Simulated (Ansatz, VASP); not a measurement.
Two plane-wave programs on GaF

```
Ga F
1.0
     3.16592    0.00000    0.00000
     0.00000    3.16592    0.00000
     0.00000    0.00000    3.16592
Ga F
1 1
Direct
  0.00000 0.00000 0.00000
  0.50000 0.50000 0.50000
```

The cell was built by a generator and needn't be a form met in nature.

Alike in both runs: task relaxation of cell and atoms; functional PBE; k mesh 8 × 8 × 8; occupations fermi-dirac, width 0.05 eV; no spin polarisation.

```csv
,VASP,Ansatz
version,VASP 6.6.1,Ansatz 0.2.0
potentials or method,"VASP PAW PBE potentials, release 64 (Ga_d, F)",Ansatz PAW
plane-wave cutoff (eV),600,420
valence electrons in the cell,20,20
```

|  | VASP | Ansatz | Ansatz less VASP |
| --- | --- | --- | --- |
| gap on the k mesh at the Fermi level, each at its own relaxed structure (eV) | 0.32 | 0.34 | +0.023 |
| relaxed volume (Å³/atom) | 15.82 | 15.87 | +0.042 |
| relaxed cell length with the largest relative difference (Å) | 3.163 | 3.166 | +0.0028 |

Caveats: the plane-wave basis is chosen anew once the cell has moved, so the energies of steps on either side of that aren't comparable (Ansatz); the pressure holds a Pulay correction of +0.4 GPa for the finite cutoff (Ansatz). A k mesh can miss the band edges. As with any semilocal functional, this PBE gap is likely too small.
